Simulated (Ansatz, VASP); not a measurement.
**Ni (Ni strained to the junction's net) in two plane-wave programs**

One calculation is typed for both programs; each brings its own data sets. How far apart do they land? The structure shown is the end of the Ansatz relaxation below.

Method: plane waves, with VASP 6.6.1 beside it; single point at PBE, in Ansatz 0.2.0.

### Step 1. The structure

Symmetry: R-3m, No. 166, trigonal system. The conventional cell has a = 2.528 Å, b = 2.528 Å, c = 6.043 Å, α = 90.00°, β = 90.00°, γ = 120.00°. Ni has 12 Ni at 2.49 to 2.53 Å nearest.

Coordinates:

```cif
data_structure
_symmetry_space_group_name_H-M 'R-3m:H'
_symmetry_Int_Tables_number 166
_cell_length_a 2.5280
_cell_length_b 2.5280
_cell_length_c 6.0431
_cell_angle_alpha 90.000
_cell_angle_beta 90.000
_cell_angle_gamma 120.000
_cell_volume 33.45
loop_
_atom_site_label
_atom_site_type_symbol
_atom_site_symmetry_multiplicity
_atom_site_Wyckoff_symbol
_atom_site_fract_x
_atom_site_fract_y
_atom_site_fract_z
_atom_site_occupancy
Ni1 Ni 3 a 0.00000 0.00000 0.00000 1
```

### Step 2. Ansatz: relaxation, PBE

Ansatz runs on its default PAW (the set named soft_2) files.

This run makes the geometry at which the two programs are then compared.

Input file input.yaml:

```yaml
crystal:
  lattice:
    - [2.528, 0.0, 0.0]
    - [-1.264, 2.1893122208, 0.0]
    - [0.0, 0.0, 6.0299749837]
  atoms:
    - { symbol: Ni, position: [0.0, 0.0, 0.0], spin: 0.7 }
    - { symbol: Ni, position: [0.3333333333, 0.6666666667, 0.3333333333], spin: 0.7 }
    - { symbol: Ni, position: [0.6666666667, 0.3333333333, 0.6666666667], spin: 0.7 }
magnetization:
  spin_polarized: true
kpoints:
  mp_grid: { grid: [18, 18, 5] }
scf:
  occupations: { method: fermi_dirac, width: 0.1 }
  max_iter: 150
hamiltonian:
  xc: pbe
relax:
  f_tol: 0.01
  max_steps: 40
  cell: { fix: [a, b, angles] }
```

Launch:

```
> ansatz run input.yaml --threads 4 --pin off --max-ram 12288MiB --backend cpu --events-out ev --progress --plain --runs-dir out
```

Numbers of over 12 decimals in the logs are rounded to 6 here.

Output:

```text
Engine: ansatz 0.2.0, x86_64-unknown-linux-gnu
Pseudopotentials: kind: paw
Pseudopotential: Ni, paw, valence charge 18, recommended cutoff 420 eV (normal), Ni.paw.azcp
Functional definition: PBE
  parameter kappa = 0.804
  parameter beta = 0.066725
  exchange = pbe_x(kappa = kappa, mu = beta*pi^2/3)
  correlation = pbe_c(beta = beta)
Crystal: 3 atoms, lattice volume = 33.373 Å³
Basis set: ecut = 420 eV, 639 PW (Γ), exchange–correlation on 36×36×90 points (8 copies of the dense FFT grid, shifted against one another)
Bands: 34, of which v1, the nominal top of the filled ones, is band 27 counted from 1 (26 counted from 0)
Symmetry: 36 space group operations
Space group: R-3m (ITA 166), of the structure as read, at distance tolerance 3.2e-5 Å
Magnetic group: BNS 166.97 (UNI 1327), of the structure as read, at distance tolerance 3.2e-5 Å
k-points: 165 of 1620
Non-local potential: Ni, projectors of the file, l = 0: 3, l = 1: 2, l = 2: 3, l = 3: 1
PAW form: soft (Blöchl's): semilocal exchange-correlation on the pseudo side does not see the compensation charge
PAW one-centre angular grid: Ni, 590 points (default); XC on 64 Gauss nodes
Initial density: superposition of atomic densities (chi_scale 0.1, normalization cell)
Starting moments: Σ|m| = 2.1 μB on 3 of 3 sites
Initial wavefunctions: pseudopotential atomic-orbital guess
Functional: x = pbe(κ = 0.804, μ = 0.219515), c = pbe(β = 0.066725)
iter 1 solved again at ethr=2.31e-3 eV; its pass at ethr=3.10e-3 eV (dr2=1.25e0 eV) is discarded
SCF iter   1: F=—  HF=-17516.815071 eV  |F-HF|=—  |Δ(HF+E_count)|=         —  Δρ=6.30e-2 (↑1.63e-2 ↓6.30e-2)  dr2=1.25e0  dr2_m=1.78e-1  M=2.190 μB ∫|m|=2.311 μB  β_m=0.30  ethr=2.31e-3  ⟨swp⟩=1.0  Hψ=49855  notcnv=0
Mixer restart at iter 1: flushing history
preconditioner: auto → Kerker (q_TF=auto, 2.956 Å⁻¹)  [metal: Δε(μ)=0.003 eV  Ē_g=8.751 eV  σ=0.100 eV  W_gap=0.01  n_scr=10 (ndim 8)  ℏωp=35.2 eV  f_vac=0.000  D(μ)=5.35/eV (n_scr^D=82)]
spin=Collinear: Kerker preconditioning applied to the charge; magnetization (m = ρ↑ − ρ↓) channel mixes plain (no charge-response kernel on spin).
SCF iter   2: F=—  HF=-17516.783458 eV  |F-HF|=—  |Δ(HF+E_count)|=   3.16e-2  Δρ=2.58e-2 (↑2.58e-2 ↓1.56e-2)  dr2=4.19e-2  dr2_m=9.46e-2  M=2.157 μB ∫|m|=2.313 μB  β_m=0.31  ethr=2.31e-3  ⟨swp⟩=2.0  Hψ=17349  notcnv=0
SCF iter   3: F=—  HF=-17517.707832 eV  |F-HF|=—  |Δ(HF+E_count)|=         —  Δρ=2.67e-2 (↑2.67e-2 ↓9.63e-3)  dr2=7.22e-2  dr2_m=7.40e-2  M=2.190 μB ∫|m|=2.383 μB  β_m=0.31  ethr=7.75e-5  ⟨swp⟩=2.0  Hψ=20524  notcnv=0  defer=163
Mixer restart at iter 3: flushing history
SCF iter   4: F=—  HF=-17518.318384 eV  |F-HF|=—  |Δ(HF+E_count)|=   6.11e-1  Δρ=1.86e-2 (↑1.86e-2 ↓6.83e-3)  dr2=7.95e-2  dr2_m=1.90e-2  M=2.115 μB ∫|m|=2.328 μB  β_m=0.66  ethr=7.75e-5  ⟨swp⟩=2.1  Hψ=18218  notcnv=0  defer=163
SCF iter   5: F=—  HF=-17519.150990 eV  |F-HF|=—  |Δ(HF+E_count)|=   8.33e-1  Δρ=1.09e-2 (↑4.04e-3 ↓1.09e-2)  dr2=4.88e-2  dr2_m=5.94e-3  M=1.948 μB ∫|m|=2.206 μB  β_m=0.83  ethr=7.75e-5  ⟨swp⟩=2.1  Hψ=22410  notcnv=0  defer=180
SCF iter   6: F=—  HF=-17519.218961 eV  |F-HF|=—  |Δ(HF+E_count)|=   6.80e-2  Δρ=5.74e-3 (↑2.03e-3 ↓5.74e-3)  dr2=1.33e-2  dr2_m=1.48e-3  M=1.904 μB ∫|m|=2.172 μB  β_m=0.84  ethr=7.75e-5  ⟨swp⟩=1.7  Hψ=14963  notcnv=0  defer=180
SCF iter   7: F=—  HF=-17519.227434 eV  |F-HF|=—  |Δ(HF+E_count)|=   8.47e-3  Δρ=3.00e-3 (↑2.65e-3 ↓3.00e-3)  dr2=4.72e-3  dr2_m=1.29e-5  M=1.895 μB ∫|m|=2.166 μB  β_m=0.65  ethr=2.46e-5  ⟨swp⟩=2.1  Hψ=18607  notcnv=0  defer=213
SCF iter   8: F=—  HF=-17519.225717 eV  |F-HF|=—  |Δ(HF+E_count)|=   1.72e-3  Δρ=7.64e-4 (↑7.64e-4 ↓5.13e-4)  dr2=1.75e-4  dr2_m=8.63e-6  M=1.892 μB ∫|m|=2.163 μB  β_m=0.83  ethr=8.75e-6  ⟨swp⟩=2.0  Hψ=15279  notcnv=0  defer=213
SCF iter   9: F=—  HF=-17519.225669 eV  |F-HF|=—  |Δ(HF+E_count)|=   4.83e-5  Δρ=3.26e-4 (↑2.86e-4 ↓3.26e-4)  dr2=5.56e-5  dr2_m=1.98e-7  M=1.890 μB ∫|m|=2.161 μB  β_m=0.80  ethr=3.24e-7  ⟨swp⟩=2.5  Hψ=18631  notcnv=0  defer=213
SCF iter  10: F=—  HF=-17519.225646 eV  |F-HF|=—  |Δ(HF+E_count)|=   2.24e-5  Δρ=7.67e-5 (↑5.14e-5 ↓7.67e-5)  dr2=2.83e-6  dr2_m=5.85e-8  M=1.889 μB ∫|m|=2.161 μB  β_m=0.90  ethr=1.03e-7  ⟨swp⟩=2.1  Hψ=15291  notcnv=0  defer=212
SCF iter  11: F=—  HF=-17519.225646 eV  |F-HF|=—  |Δ(HF+E_count)|=   8.13e-7  Δρ=7.04e-6 (↑4.90e-6 ↓7.04e-6)  dr2=2.66e-8  dr2_m=4.64e-10  M=1.889 μB ∫|m|=2.161 μB  β_m=0.92  ethr=5.25e-9  ⟨swp⟩=2.0  Hψ=15758  notcnv=0  defer=212
SCF iter  12: F=-17519.225646 eV  HF=-17519.225646 eV  |F-HF|=2.70e-9  |Δ(HF+E_count)|=   1.38e-9  Δρ=3.00e-6 (↑1.45e-6 ↓3.00e-6)  dr2=3.26e-9  dr2_m=2.34e-10  M=1.889 μB ∫|m|=2.161 μB  ethr=4.92e-11  ⟨swp⟩=2.2  Hψ=38845  notcnv=0
SCF 1 converged in 12 iterations: F = -17519.225646 eV  dr2 = 3.26e-9
  greatest PAW one-centre occupation: 1.001 electrons in one spin orbital (limit 2), on the Ni atom at site 2 (counted from 0), in its partial waves of l = 1
[...]
Initial density: handed on by an earlier stage of this run
Starting moments: Σ|m| = 2.1 μB on 3 of 3 sites; this step starts from the density that it was given
Initial wavefunctions: those handed on with the density
iter 1 solved again at ethr=4.31e-8 eV; its pass at ethr=3.10e-3 eV (dr2=2.33e-5 eV) is discarded
SCF iter   1: F=—  HF=-17519.225761 eV  |F-HF|=—  |Δ(HF+E_count)|=         —  Δρ=1.75e-4 (↑1.47e-4 ↓1.75e-4)  dr2=1.90e-5  dr2_m=2.54e-7  M=1.889 μB ∫|m|=2.161 μB  β_m=0.65  ethr=4.31e-8  ⟨swp⟩=2.0  Hψ=46450  notcnv=0
preconditioner: auto → none  [metal: Δε(μ)=0.001 eV  Ē_g=9.348 eV  σ=0.100 eV  W_gap=0.00  n_scr=2 (ndim 8)  ℏωp=35.2 eV  f_vac=0.000  D(μ)=5.05/eV (n_scr^D=82)]
SCF iter   2: F=—  HF=-17519.225768 eV  |F-HF|=—  |Δ(HF+E_count)|=   6.55e-6  Δρ=2.60e-4 (↑2.23e-4 ↓2.60e-4)  dr2=4.02e-5  dr2_m=1.60e-7  M=1.889 μB ∫|m|=2.162 μB  β_m=0.30  ethr=3.52e-8  ⟨swp⟩=2.0  Hψ=20251  notcnv=0
SCF iter   3: F=—  HF=-17519.225755 eV  |F-HF|=—  |Δ(HF+E_count)|=   1.28e-5  Δρ=4.37e-5 (↑1.56e-5 ↓4.37e-5)  dr2=1.89e-7  dr2_m=1.20e-7  M=1.889 μB ∫|m|=2.162 μB  β_m=0.55  ethr=3.52e-8  ⟨swp⟩=2.6  Hψ=20413  notcnv=0
SCF iter   4: F=—  HF=-17519.225757 eV  |F-HF|=—  |Δ(HF+E_count)|=   2.13e-6  Δρ=2.77e-5 (↑5.53e-6 ↓2.77e-5)  dr2=1.71e-7  dr2_m=6.22e-8  M=1.890 μB ∫|m|=2.162 μB  β_m=0.78  ethr=3.50e-10  ⟨swp⟩=2.0  Hψ=19978  notcnv=0
SCF iter   5: F=—  HF=-17519.225758 eV  |F-HF|=—  |Δ(HF+E_count)|=   7.13e-7  Δρ=2.70e-5 (↑6.17e-6 ↓2.70e-5)  dr2=1.88e-7  dr2_m=3.85e-8  M=1.890 μB ∫|m|=2.162 μB  β_m=0.87  ethr=3.16e-10  ⟨swp⟩=2.1  Hψ=14146  notcnv=0
SCF iter   6: F=-17519.225758 eV  HF=-17519.225758 eV  |F-HF|=4.15e-9  |Δ(HF+E_count)|=   3.68e-7  Δρ=8.16e-6 (↑2.54e-6 ↓8.16e-6)  dr2=6.52e-9  dr2_m=3.69e-9  M=1.890 μB ∫|m|=2.162 μB  ethr=3.16e-10  ⟨swp⟩=3.0  Hψ=40980  notcnv=0
SCF 2 converged in 6 iterations: F = -17519.225758 eV  dr2 = 6.52e-9
relax step   2: F+E_penalty+E_count = -17519.22575804 eV  Δ(F+E_penalty+E_count) = -1.124e-4 eV  max|allowed force component| = 3.987e-28 eV/Å  Δτ_max = 0.0000 Å  P = -3.712 GPa  Ω = 33.406 Å³  energy of the carried Pulay correction = -1.144e-5 eV  fix = [a, b, alpha, beta, gamma]  reactions: a -5.787, b -5.787 GPa  (6 SCF iters, dr2 threshold 3.00e-7 eV, accepted)
[...]
relax step   3: F+E_penalty+E_count = -17519.22579911 eV  Δ(F+E_penalty+E_count) = -4.107e-5 eV  max|allowed force component| = 4.766e-26 eV/Å  Δτ_max = 0.0000 Å  P = -3.939 GPa  Ω = 33.446 Å³  energy of the carried Pulay correction = -2.565e-5 eV  fix = [a, b, alpha, beta, gamma]  reactions: a -5.910, b -5.910 GPa  (6 SCF iters, dr2 threshold 3.00e-7 eV, accepted)
[...]
relax step   4: F+E_penalty+E_count = -17519.22582605 eV  Δ(F+E_penalty+E_count) = -2.694e-5 eV  max|allowed force component| = 8.929e-29 eV/Å  Δτ_max = 0.0000 Å  P = -3.941 GPa  Ω = 33.446 Å³  fix = [a, b, alpha, beta, gamma]  reactions: a -5.911, b -5.911 GPa  stress off target by 7.35e-6 GPa on what of the cell is left free  SCF on the basis re-selected at this cell (its energy is not comparable with the rows above)  (7 SCF iters)
basis re-selected at this cell: Δ(F+E_penalty+E_count) = -2.694e-5 eV, ΔP = -0.002 GPa vs the last step (what re-selecting the basis moved, of the pressure what is left beyond the Pulay correction that the steps carried, after the strain that the cell walked since its last selection, with what the two solves' SCF thresholds leave and, on support functions, any second-order correction that the steps lacked; it is no m [...]
SCF converged after 7 iterations
Magnetization: 1.8913 μB (27.9456 up, 26.0544 down)
Absolute magnetization: 2.1664 μB (∫|ρ↑−ρ↓|, with the PAW one-centre terms)
Spin contamination: 0.0218 ħ² per cell (⟨S²⟩ above its minimum at these occupations)
Per-site moments (μB) at R_I (Å): [(0.669945, 1.026118), (0.669945, 1.026118), (0.669945, 1.026118)]
Free energy (F): -17519.225826 eV
Harris-Foulkes:  -17519.225826 eV  (|F-HF|=3.64e-12)
Internal energy: -17519.062446 eV  (E = F + TS)
E sigma→0 (E₀):  -17519.144136 eV
Entropy (-TS):   -0.163380 eV (-54.460 meV/atom)
Fermi energy:    17.626277 eV
--- Per-component energies (eV) ---
  E_band       = -879.507605
  E_kinetic    = 844.956919
  E_local      = -10433.495756  (includes V_loc(G=0)·N_el)
  E_nonlocal   = 1907.568347
  E_hartree    = 4352.542317
  E_xc         = -253.652985
  E_vxc        = -327.032859  (∫ρ·V_xc dr)
  E_paw        = -4889.692372  (= ΣΔE_a)
  E_vpaw       = -1576.590439  (= ΣTr[D̂ρ^β])
  E_aug_tail   = 0.001444  (compensation charges beyond the density's cutoff)
  E_ewald      = -9047.290359
  E_smearing   = -0.163380  (= −TS)
  E_closure    = 0.000000  (closes the sum)
  Σ components = -17519.225826   (vs F -17519.225826, Δ=0.00e0)
--- Forces (eV/Å), atoms counted from 1 ---
  atom   1  Ni     0.00000000    -0.00000000     0.00000000
  atom   2  Ni    -0.00000000     0.00000000     0.00000000
  atom   3  Ni    -0.00000000    -0.00000000    -0.00000000
  max |Σ_I F_I| component: 1.36e-28 eV/Å
--- Stress (GPa, compression-positive) ---
       -5.910889       0.000000       0.000000
        0.000000      -5.910889      -0.000000
       -0.000000      -0.000000       0.000007
  P = ⅓ Tr σ = -3.9406 GPa (-39.406 kbar)
--- Relaxed structure (3 steps of the walk, 3 accepted, 1 SCFs on fresh bases) ---
  F+E_penalty+E_count = -17519.22582605 eV   max|allowed force component| = 8.929e-29 eV/Å   (the final SCF, on the basis selected at the relaxed cell)
  cell:  # Å, volume = 33.4461 Å³
    - [2.528000, 0, 0]
    - [-1.264000, 2.189312, 0]
    - [0, 0, 6.043108]
  atoms:
    - { symbol: Ni, position: [0, 0, 0] }
    - { symbol: Ni, position: [0.333333, 0.666667, 0.333333] }
    - { symbol: Ni, position: [0.666667, 0.333333, 0.666667] }
```

In the SCF lines HF is the Harris–Foulkes energy and dr2 the Hartree energy of the density residual, in eV; the loop may stop once dr2 is under the threshold and the program's other checks hold. Hψ counts applications of the Hamiltonian.

### Step 3. VASP: single point, PBE

The same cell, functional, mesh and smearing now go to VASP, with its own data sets.

Lines of VASP's logs that name or quote its potential files are left out, and so is its time.

Input file INCAR:

```
SYSTEM = Ni
PREC = Accurate
ENCUT = 600
EDIFF = 1E-06
NELM = 200
ISMEAR = -1
SIGMA = 0.1
LREAL = .FALSE.
ALGO = Normal
GGA = PE
NBANDS = 24
ISPIN = 2
MAGMOM = 0.67 0.67 0.67
LASPH = .TRUE.
LMAXMIX = 4
LORBIT = 11
LWAVE = .FALSE.
LCHARG = .FALSE.
ISIF = 2
GGA_COMPAT = .FALSE.
KPAR = 2
```

Input file POSCAR:

```
Ni
1.0
    2.5280000000      0.0000000000      0.0000000000
   -1.2640000000      2.1893122208      0.0000000000
    0.0000000000      0.0000000000      6.0431079743
Ni
3
Direct
    0.0000000000      0.0000000000      0.0000000000
    0.3333333333      0.6666666667      0.3333333333
    0.6666666667      0.3333333333      0.6666666667
```

Input file KPOINTS:

```
Automatic mesh
0
Gamma
18 18 5
0 0 0
```

Potentials, in the order of the species: Ni (PBE family, release 64).

Launch:

```
> mpirun -np 2 vasp_std
```

Output:

```text
[banner, memory and clock lines left out]
running    2 mpi-ranks, on    1 nodes
 distrk:  each k-point on    1 cores,    2 groups
 distr:  one band on    1 cores,    1 groups

 POSCAR found type information on POSCAR Ni
 POSCAR found :  1 types and       3 ions
 LDA part: xc-table for (Slater+PW92), standard interpolation
 POSCAR, INCAR and KPOINTS ok, starting setup
 FFT: planning ... GRIDC
 FFT: planning ... GRID_SOFT
 FFT: planning ... GRID
 WAVECAR not read
 entering main loop
       N       E                     dE             d eps       ncg     rms          rms(c)
DAV:   1     0.176474428260E+03    0.17647E+03   -0.14428E+04 16488   0.193E+03
DAV:   2    -0.105261639325E+02   -0.18700E+03   -0.17455E+03 15872   0.314E+02
DAV:   3    -0.194264178404E+02   -0.89003E+01   -0.85420E+01 18232   0.921E+01
DAV:   4    -0.195477480471E+02   -0.12133E+00   -0.12126E+00 19976   0.970E+00
DAV:   5    -0.195513099588E+02   -0.35619E-02   -0.35618E-02 18440   0.147E+00    0.168E+01
DAV:   6    -0.175601420275E+02    0.19912E+01   -0.19059E+01 17368   0.766E+01    0.108E+01
DAV:   7    -0.165211296716E+02    0.10390E+01   -0.39541E+00 18208   0.321E+01    0.313E+00
DAV:   8    -0.164839147072E+02    0.37215E-01   -0.39132E-02 20928   0.205E+00    0.154E+00
DAV:   9    -0.164768365506E+02    0.70782E-02   -0.20583E-03 23896   0.479E-01    0.480E-01
DAV:  10    -0.164752860462E+02    0.15505E-02   -0.43310E-04 21328   0.236E-01    0.138E-01
DAV:  11    -0.164751747294E+02    0.11132E-03   -0.23730E-04 21632   0.197E-01    0.394E-02
DAV:  12    -0.164751597409E+02    0.14988E-04   -0.18862E-05 20056   0.470E-02    0.197E-02
DAV:  13    -0.164751597424E+02   -0.15157E-08   -0.23968E-06 16280   0.140E-02
   1 F= -.16475160E+02 E0= -.16392549E+02  d E =-.165222E+00  mag=     1.8515
```

(Continued in part 2 of 2.)

[Lines on the potential files, build, host, timing and source positions are cut from VASP's logs without a mark.]

[Logs are printed without paths, hosts, clocks, repeated set-up lines and the standing remarks that a program may print on its own settings, such as how far it seeks lower states.]

[Hosts, paths, dates, database ids (printed as entryN), source tags and the programs' standing remarks are cut or masked in the printed files.]
